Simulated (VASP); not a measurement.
A run of VASP 6.6.1:

File INCAR:

```
SYSTEM = Na
ALGO = Normal
EDIFF = 1E-7
EDIFFG = -0.005
ENCUT = 600
GGA = PS
IBRION = 2
ISIF = 3
ISMEAR = 0
LASPH = .TRUE.
LCHARG = .FALSE.
LREAL = .FALSE.
LWAVE = .FALSE.
NELM = 100
NSW = 90
PREC = Accurate
SIGMA = 0.1
```

File KPOINTS:

```
k-points
0
G
  6 6 6
  0 0 0
```

Contents of POSCAR:

```
Na
1.0
   -2.1175000000      2.1175000000      2.1175000000
    2.1175000000     -2.1175000000      2.1175000000
    2.1175000000      2.1175000000     -2.1175000000
Na
1
Direct
    0.0000000000      0.0000000000      0.0000000000
```

Potentials or basis: VASP PAW PBE potentials, release 64 (Na_pv).

Launch:

```sh
$ cat potpaw_PBE.64/Na_pv/POTCAR > POTCAR
$ mpirun -np 1 vasp_std > vasp.out
```

Hardware: 1 thread of Intel(R) Xeon(R) Platinum 8488C (Sapphire Rapids) (shared host).

Question: Estimate the wall time of this run.

Answer: Run time: 12 s on 1 thread of Intel(R) Xeon(R) Platinum 8488C (Sapphire Rapids) (shared host), peak memory 0.15 GiB. Counts: scf iterations 24, k points 16, ion steps 3.
